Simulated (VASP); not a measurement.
```
Hf
1.0
    3.15993     0.00000     0.00000
   -1.57997     2.73658     0.00000
    0.00000     0.00000     4.97450
Hf
2
Cartesian
  0.00000   1.82439   1.24362
  1.57997   0.91219   3.73087
```

Level of theory: SCAN meta-GGA, VASP's PBE PAW potentials (set 64) (plane waves; VASP). Settings: 400 eV cut-off, 15×15×8 Γ-centred mesh, tetrahedra with Blöchl corrections, potentials Hf_pv.

### Question
Give the energies of bands 7 to 13 at the high-symmetry points, in eV from the Fermi level.

### Answer

```csv
band,Γ,M,K,A,L,H
7,-8.00,-3.67,-2.37,-5.81,-3.73,-1.97
8,-4.07,-3.04,-2.00,-5.81,-3.73,-1.97
9,0.82,-2.43,-2.00,0.12,-1.11,-1.59
10,1.23,-0.87,-1.54,0.12,-1.11,-1.59
11,1.23,0.80,0.42,1.10,1.30,-0.23
12,1.55,1.00,0.42,1.10,1.30,-0.23
13,2.13,1.83,2.26,1.10,2.83,2.73
```

It has no gap at this level: it comes out as a metal or semimetal.

The structure comes from a measured Hf entry (P6_3/mmc) of the Crystallography Open Database, whose conditions weren't checked. It was relaxed first, which changed the volume by -7 %.
